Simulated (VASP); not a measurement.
These are optB86b-vdW, VASP's PBE PAW potentials (set 64) (plane waves; VASP) values and carry that method's errors.

The input files of a VASP run:

INCAR:
```
LUSE_VDW = .TRUE.
EDIFFG = -0.01
PARAM2 = 1.0
ISIF = 4
PREC = Accurate
ALGO = Normal
AGGAC = 0.0
SYSTEM = SiO2
LWAVE = .FALSE.
NSW = 30
IBRION = 2   ! conjugate gradients
ENCUT = 520   ! plane-wave cut-off (eV)
SIGMA = 0.05   ! width (eV)
GGA = MK
PARAM1 = 0.1234
NELM = 100   ! most electronic steps
LREAL = .FALSE.   ! projection in real space or not
LASPH = .TRUE.   ! aspherical one-centre terms
EDIFF = 1E-7
ISMEAR = 0   ! Gaussian
LCHARG = .FALSE.
```

File POSCAR:
```
SiO2
1
    4.2468973552     0.0000000000     0.0000000000
    0.0000000000     4.2468973552     0.0000000000
    0.0000000000     0.0000000000     2.7217870326
Si O
2 4
Direct
  0.0000000000   0.0000000000   0.0000000000
  0.5000000000   0.5000000000   0.5000000000
  0.3059451370   0.3059451370   1.0000000000
  0.8059451370   0.1940548630   0.5000000000
  0.1940548630   0.8059451370   0.5000000000
  0.6940548630   0.6940548630   0.0000000000
```

File KPOINTS:
```
Automatic mesh
0
gamma
 5 5 8
0 0 0
```

POTCAR, in this order: Si O (PBE.64 set). Program: vasp_std.

The resulting files:

OSZICAR:
```
       N       E                     dE             d eps       ncg     rms          rms(c)
DAV:   1     0.170277969966E+03    0.17028E+03   -0.18183E+04  1200   0.153E+03
DAV:   2    -0.351282816453E+02   -0.20541E+03   -0.19631E+03  1608   0.321E+02
DAV:   3    -0.429263227008E+02   -0.77980E+01   -0.77618E+01  1436   0.661E+01
DAV:   4    -0.429959012897E+02   -0.69579E-01   -0.69494E-01  1404   0.711E+00
DAV:   5    -0.429967153164E+02   -0.81403E-03   -0.81395E-03  1380   0.740E-01    0.165E+01
DAV:   6    -0.383349958407E+02    0.46617E+01   -0.19188E+01  1336   0.306E+01    0.731E+00
DAV:   7    -0.383637989571E+02   -0.28803E-01   -0.47727E-01  1400   0.501E+00    0.287E+00
DAV:   8    -0.383750675204E+02   -0.11269E-01   -0.18345E-02  1344   0.146E+00    0.106E+00
DAV:   9    -0.383805485509E+02   -0.54810E-02   -0.80136E-03  1364   0.100E+00    0.231E-01
DAV:  10    -0.383807536119E+02   -0.20506E-03   -0.97898E-04  1404   0.249E-01    0.588E-02
DAV:  11    -0.383806962789E+02    0.57333E-04   -0.26519E-04  1376   0.123E-01    0.155E-02
DAV:  12    -0.383806973229E+02   -0.10440E-05   -0.91340E-06  1432   0.226E-02    0.480E-03
DAV:  13    -0.383806971472E+02    0.17571E-06   -0.12415E-06  1404   0.848E-03    0.189E-03
DAV:  14    -0.383806971621E+02   -0.14889E-07   -0.29087E-08   796   0.153E-03
   1 F= -.38380697E+02 E0= -.38380697E+02  d E =-.383807E+02
       N       E                     dE             d eps       ncg     rms          rms(c)
DAV:   1    -0.383831817271E+02   -0.24846E-02   -0.17334E+00  1208   0.112E+01    0.417E-01
DAV:   2    -0.383859121399E+02   -0.27304E-02   -0.49869E-02  1428   0.175E+00    0.213E-01
DAV:   3    -0.383846761141E+02    0.12360E-02   -0.11173E-03  1392   0.355E-01    0.853E-02
DAV:   4    -0.383845345622E+02    0.14155E-03   -0.84007E-04  1396   0.249E-01    0.217E-02
DAV:   5    -0.383845423589E+02   -0.77966E-05   -0.17441E-04  1352   0.121E-01    0.146E-02
DAV:   6    -0.383845335295E+02    0.88294E-05   -0.15607E-05  1344   0.432E-02    0.424E-03
DAV:   7    -0.383845338757E+02   -0.34621E-06   -0.34001E-06  1396   0.144E-02    0.337E-03
DAV:   8    -0.383845337194E+02    0.15622E-06   -0.42214E-07  1308   0.617E-03    0.122E-03
DAV:   9    -0.383845336998E+02    0.19633E-07   -0.89191E-08   696   0.270E-03
   2 F= -.38384534E+02 E0= -.38384534E+02  d E =-.383654E-02
       N       E                     dE             d eps       ncg     rms          rms(c)
DAV:   1    -0.383845343571E+02   -0.63761E-06   -0.42623E-04  1244   0.175E-01    0.646E-03
DAV:   2    -0.383845350876E+02   -0.73056E-06   -0.12322E-05  1428   0.276E-02    0.339E-03
DAV:   3    -0.383845348077E+02    0.27994E-06   -0.28134E-07  1172   0.570E-03    0.134E-03
DAV:   4    -0.383845347873E+02    0.20385E-07   -0.21351E-07   752   0.410E-03
   3 F= -.38384535E+02 E0= -.38384535E+02  d E =-.383763E-02
       N       E                     dE             d eps       ncg     rms          rms(c)
DAV:   1    -0.383852955310E+02   -0.76072E-03   -0.60897E-02  1280   0.218E+00    0.170E-01
DAV:   2    -0.383849407859E+02    0.35475E-03   -0.60958E-04  1400   0.210E-01    0.962E-02
DAV:   3    -0.383847486373E+02    0.19215E-03   -0.22956E-04  1388   0.134E-01    0.531E-03
DAV:   4    -0.383847501131E+02   -0.14758E-05   -0.16151E-05  1360   0.316E-02    0.487E-03
DAV:   5    -0.383847500967E+02    0.16388E-07   -0.17380E-07   948   0.400E-03
   4 F= -.38384750E+02 E0= -.38384750E+02  d E =-.215309E-03
       N       E                     dE             d eps       ncg     rms          rms(c)
DAV:   1    -0.383848360128E+02   -0.85900E-04   -0.49795E-03  1284   0.622E-01    0.486E-02
DAV:   2    -0.383848070367E+02    0.28976E-04   -0.49442E-05  1404   0.598E-02    0.275E-02
DAV:   3    -0.383847913047E+02    0.15732E-04   -0.18415E-05  1392   0.380E-02    0.149E-03
DAV:   4    -0.383847914705E+02   -0.16580E-06   -0.12730E-06  1352   0.885E-03    0.138E-03
DAV:   5    -0.383847914955E+02   -0.24951E-07   -0.13462E-08   756   0.110E-03
   5 F= -.38384791E+02 E0= -.38384791E+02  d E =-.256708E-03
```

### OUTCAR
```
------------------------ aborting loop because EDIFF is reached ----------------------------------------
  FORCE on cell =-STRESS in cart. coord.  units (eV):
  Direction    XX          YY          ZZ          XY          YZ          ZX
  --------------------------------------------------------------------------------------
  Total       -2.3536742     -2.3536742     -2.3532846      0.0000000      0.0000000      0.0000000
  in kB      -76.8173405    -76.8173405    -76.8046223      0.0000000      0.0000000      0.0000000
  external PRESSURE =     -76.8131011 kB  Pullay stress =       0.0000000 kB
  volume of cell :       49.09
      direct lattice vectors                 reciprocal lattice vectors
     4.257404276  0.000000000  0.000000000     0.234884905  0.000000000  0.000000000
     0.000000000  4.257404276  0.000000000     0.000000000  0.234884905  0.000000000
     0.000000000  0.000000000  2.708369321     0.000000000  0.000000000  0.369225863
 POSITION                                       TOTAL-FORCE (eV/Angst)
 -----------------------------------------------------------------------------------
      0.00000      0.00000      0.00000        -0.000000      0.000000     -0.000000
      2.12870      2.12870      1.35418        -0.000000      0.000000     -0.000000
      1.30783      1.30783      0.00000         0.000128      0.000128      0.000000
      3.43654      0.82087      1.35418         0.000128     -0.000128     -0.000000
      0.82087      3.43654      1.35418        -0.000128      0.000128     -0.000000
      2.94957      2.94957      0.00000        -0.000128     -0.000128     -0.000000
 -----------------------------------------------------------------------------------
    total drift:                                0.000000     -0.000000     -0.000000
  FREE ENERGIE OF THE ION-ELECTRON SYSTEM (eV)
  ---------------------------------------------------
  free  energy   TOTEN  =       -38.3847914955 eV

  energy  without entropy=      -38.3847914955  energy(sigma->0) =      -38.38479150

 reached required accuracy - stopping structural energy minimisation
```
(Selected blocks of OUTCAR.)

File CONTCAR:
```
SiO2
   1.00000000000000
     4.2574042758772093    0.0000000000000000    0.0000000000000000
     0.0000000000000000    4.2574042758772093    0.0000000000000000
     0.0000000000000000    0.0000000000000000    2.7083693206103301
  Si              O
     2     4
Direct
     0.0000000000000000    0.0000000000000000    0.0000000000000000
     0.5000000000000000    0.5000000000000000    0.5000000000000000
     0.3071905626100600    0.3071905626100600    0.0000000000000000
     0.8071905626100601    0.1928094373899399    0.5000000000000000
     0.1928094373899399    0.8071905626100601    0.5000000000000000
     0.6928094373899399    0.6928094373899399    0.0000000000000000
```

The compound is SiO2 in the rutile structure, stishovite, a high-pressure form. This cell is one point of a volume scan, at 1.03 of the reference volume. Symmetry was kept, so distortions that lower it aren't found.
